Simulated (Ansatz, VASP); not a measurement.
ScZnF2: VASP beside Ansatz

Contents of INCAR:

```
PREC = Accurate
ENCUT = 520
EDIFF = 1E-6
ISMEAR = 0
SIGMA = 0.1
LREAL = F
LASPH = T
NELM = 100
ALGO = Normal
ISIF = 2
LWAVE = F
LCHARG = F
GGA = PE
NBANDS = 26
```

KPOINTS

```
Automatic mesh
0
Gamma
  4 4 6
```

Contents of POSCAR:

```
ScZnF2
1.0
    4.1367897400      0.0000000000      0.0000000000
    0.0000000000      4.1367897400      0.0000000000
    0.0000000000      0.0000000000      2.6935204800
Sc Zn F
1 1 2
Direct
    0.5000000000      0.5000000000      0.5000000000
    0.0000000000      0.0000000000      0.0000000000
    0.5000000000      0.0000000000      0.0000000000
    0.0000000000      0.5000000000      0.0000000000
```

Input for Ansatz:

```yaml
crystal:
  lattice:
    - [4.13678974, 0.0, 0.0]
    - [0.0, 4.13678974, 0.0]
    - [0.0, 0.0, 2.69352048]
  atoms:
    - { symbol: Sc, position: [0.5, 0.5, 0.5] }
    - { symbol: Zn, position: [0.0, 0.0, 0.0] }
    - { symbol: F, position: [0.5, 0.0, 0.0] }
    - { symbol: F, position: [0.0, 0.5, 0.0] }
basis:
  ecutwfc: 420
kpoints:
  mp_grid: { grid: [4, 4, 6] }
hamiltonian:
  xc: pbe
scf:
  occupations: { method: gaussian, width: 0.1 }
  lower_state_search: "off"
output:
  forces: true
  stress: true
  eigenvalues: true
```

Alike in both runs: task single point; functional PBE; k mesh 4 × 4 × 6; occupations gaussian, width 0.1 eV; no spin polarisation.

```csv
,VASP,Ansatz
version,VASP 6.6.1,Ansatz 0.2.0
potentials or method,"VASP PAW PBE potentials, release 64 (Sc_sv, Zn, F)","scalar-relativistic, plane waves, PAW"
plane-wave cutoff (eV),520,420
valence electrons in the cell,37,37
```

VASP gave:

* gap on the k mesh at the Fermi level (eV): none
* pressure (GPa): 22.8
* largest component of the traceless stress (GPa): 6.84

**Question.** Which values does Ansatz return?

**Answer.** gap on the k mesh at the Fermi level (eV): none; pressure (GPa): 22.6; largest component of the traceless stress (GPa): 6.57.

A gap of «none» marks a metal or a gap that the smearing closes. The functional is the same, so the differences come from potentials, cutoffs and numerics.

Caveats: the k mesh is coarse (spacing up to 0.39 Å⁻¹), so the values aren't converged; so large a pressure means that the cell lies far from this level's equilibrium, or that cutoff or potentials fall short (VASP); an odd number of electrons without spin polarisation forces a metal; a magnetic or distorted state may lie lower.
